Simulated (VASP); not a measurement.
Here is the system:

```yaml
crystal:
  lattice:
    - [2.08164, -3.60551, 0.00000]
    - [2.08164, 3.60551, 0.00000]
    - [0.00000, 0.00000, 6.88195]
  atoms:
    - { symbol: Mg, position: [0.00000, 0.00000, 0.00000] }
    - { symbol: I, position: [0.33333, 0.66667, 0.24200] }
    - { symbol: I, position: [0.66667, 0.33333, 0.75800] }
```

These are PBE GGA, VASP's PBE PAW potentials (set 64) (plane waves; VASP) values and carry that method's errors. Numerical set-up: 300 eV cut-off, 5×5×3 Γ-centred mesh, Fermi-Dirac smearing of 0.010 eV, potentials Mg I.

### Question
Estimate the energy per atom (σ→0), pressure.

### Answer

- energy per atom (σ→0) = -247.5 kJ/mol of atoms
- pressure = 1.02 GPa

Total energies compare only between runs with the same potentials, cut-off and functional.

The structure is a typed MgI2 crystal (P-3m1). The cell was not relaxed at this level.
